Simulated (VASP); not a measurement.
OSZICAR of a VASP run on Al₃Sc (L1_2):

**OSZICAR**
```
       N       E                     dE             d eps       ncg     rms          rms(c)
DAV:   1     0.992434907597E+02    0.99243E+02   -0.73547E+03  1568   0.106E+03
DAV:   2    -0.151881953138E+02   -0.11443E+03   -0.11261E+03  1622   0.342E+02
DAV:   3    -0.216979765967E+02   -0.65098E+01   -0.62024E+01  2488   0.653E+01
DAV:   4    -0.218054546475E+02   -0.10748E+00   -0.10723E+00  2204   0.848E+00
DAV:   5    -0.218080170951E+02   -0.25624E-02   -0.25620E-02  2290   0.127E+00    0.944E+00
RMM:   6    -0.206272857704E+02    0.11807E+01   -0.23630E+00  1639   0.224E+01    0.278E+00
RMM:   7    -0.209590960329E+02   -0.33181E+00   -0.58678E+00  1878   0.134E+01    0.200E+00
RMM:   8    -0.208336196896E+02    0.12548E+00   -0.29858E-01  1682   0.741E+00    0.198E+00
RMM:   9    -0.207660489723E+02    0.67571E-01   -0.32099E-01  1749   0.398E+00    0.118E+00
RMM:  10    -0.207730824268E+02   -0.70335E-02   -0.36453E-01  1854   0.488E+00    0.620E-01
RMM:  11    -0.207604709643E+02    0.12611E-01   -0.51992E-02  1689   0.298E+00    0.124E-01
RMM:  12    -0.207637196657E+02   -0.32487E-02   -0.30627E-02  1735   0.103E+00    0.334E-01
RMM:  13    -0.207619851106E+02    0.17346E-02   -0.81193E-03  1723   0.105E+00    0.119E-01
RMM:  14    -0.207622027593E+02   -0.21765E-03   -0.23281E-03  1778   0.344E-01    0.591E-02
RMM:  15    -0.207620428945E+02    0.15986E-03   -0.36549E-04  1664   0.245E-01    0.188E-02
RMM:  16    -0.207620503793E+02   -0.74847E-05   -0.16006E-04  1402   0.104E-01    0.203E-02
RMM:  17    -0.207620571952E+02   -0.68159E-05   -0.26069E-05  1092   0.759E-02
   1 F= -.20762057E+02 E0= -.20762295E+02  d E =-.207621E+02
```

Problem. Which electronic solver shows in the log?

Solution. It is blocked Davidson (ALGO = Normal, or the opening steps of other solvers) and then RMM-DIIS (ALGO = Fast or VeryFast). The INCAR had ALGO = Fast.

Problem. Can the final energy be trusted as converged?

Solution. The calculation finished and met its thresholds. It stopped with EDIFF = 1E-5, NELM = 100, NSW = 20 and EDIFFG = -0.03 after 1 ionic step (PBEsol GGA, plane waves, VASP's PBE PAW potentials (set 64)).

The compound is Al3Sc in the L1_2 structure. It was relaxed first.
